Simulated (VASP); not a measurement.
Given:

```yaml
crystal:
  lattice:
    - [0.00000, 3.09509, 3.09509]
    - [3.09509, 0.00000, 3.09509]
    - [3.09509, 3.09509, 0.00000]
  atoms:
    - { symbol: Cd, position: [0.00000, 0.00000, 0.00000] }
    - { symbol: Se, position: [0.25000, 0.25000, 0.25000] }
```

Computed with PBE GGA, VASP's PBE PAW potentials (set 64) (plane waves; VASP). Settings: 350 eV cut-off, Gaussian smearing of 0.050 eV, potentials Cd Se.

Question: Give the energies of bands 7 to 11 at the high-symmetry points, in eV from the valence-band maximum.

Answer: 
| band | Γ | X | U | L | W |
|---|---|---|---|---|---|
| 7 | 0.00 | -3.85 | -3.78 | -4.09 | -3.75 |
| 8 | 0.00 | -1.68 | -2.30 | -0.68 | -2.05 |
| 9 | 0.00 | -1.68 | -1.38 | -0.68 | -2.00 |
| 10 | 0.49 | 3.23 | 3.70 | 2.32 | 4.80 |
| 11 | 5.93 | 3.69 | 5.04 | 6.42 | 5.22 |

The gap is direct, 0.49 eV, from the valence maximum at Γ to the conduction minimum at Γ.

The compound is CdSe in the zinc blende structure, whereas wurtzite is the usual form. It was relaxed first, which changed the volume by +7 %.
